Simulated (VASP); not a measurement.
Consider the following.

```yaml
crystal:
  lattice:
    - [4.06753, 0.00000, 0.00000]
    - [0.00000, 4.06753, 0.00000]
    - [0.00000, 0.00000, 4.06753]
  atoms:
    - { symbol: Cs, position: [0.00000, 0.00000, 0.00000] }
    - { symbol: Cl, position: [0.50000, 0.50000, 0.50000] }
```

Method: PBE GGA with D4 dispersion, VASP's PBE PAW potentials (set 64) (plane waves; VASP). Run with 520 eV cut-off, 7×7×7 Γ-centred mesh, Gaussian smearing of 0.050 eV, potentials Cs_sv Cl.

The job: CsCl (CsCl type), 2 atoms, PBE-D4, static run, 520 eV, 7×7×7 Γ-centred mesh. Roughly how much core time does it take on a busy server core?

About 30 core-seconds (one run on a shared machine, a rough figure). It had 20 irreducible k-points, 12 bands, up to 1839 plane waves and 14 electronic steps.

The compound is CsCl in the CsCl type structure. This cell is one point of a volume scan, at 0.94 of the reference volume.
